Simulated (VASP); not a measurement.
Data:

```
AlTi
1.0
    2.82335     0.00000     0.00000
    0.00000     2.82335     0.00000
    0.00000     0.00000     4.05982
Ti Al
1 1
Direct
  0.00000   0.00000   0.00000
  0.50000   0.50000   0.50000
```

Method: PBE GGA, VASP's PBE PAW potentials (set 64) (plane waves; VASP). Numerical set-up: 480 eV cut-off, 12×12×8 Γ-centred mesh, first-order Methfessel-Paxton smearing of 0.10 eV, potentials Ti_sv Al.

Energy and stress use the plane-wave basis of the starting cell.

Q: The ions, cell shape and volume at an external pressure of 5.0 GPa are relaxed. Predict the relaxed structure.

A: 
```
AlTi
1.0
    2.78790     0.00000     0.00000
    0.00000     2.78790     0.00000
    0.00000     0.00000     4.00860
Ti Al
1 1
Direct
  0.00000   0.00000   0.00000
  0.50000   0.50000   0.50000
```
Space group P4/mmm (123), at a tolerance of 0.03 Å.

Q: How do energy and volume change from the first to the last step?

A: The energy (σ→0) changes by +9.6 meV/atom and the volume by -3.7 %, in 3 ionic steps.

```json
[
 {"step": "1", "E(σ→0) (eV)": "-12.3939", "max force (eV/Å)": "0.000", "pressure (GPa)": "0.26", "volume (Å³)": "32.36"},
 {"step": "2", "E(σ→0) (eV)": "-12.3304", "max force (eV/Å)": "0.000", "pressure (GPa)": "9.54", "volume (Å³)": "30.17"},
 {"step": "3", "E(σ→0) (eV)": "-12.3748", "max force (eV/Å)": "0.000", "pressure (GPa)": "4.99", "volume (Å³)": "31.16"}
]
```

The compound is TiAl in the L1_0 structure. This run relaxes it under an external pressure of 5 GPa. Symmetry was kept, so distortions that lower it aren't found. The electron count is odd and the run is not spin-polarised, which forces a metal.
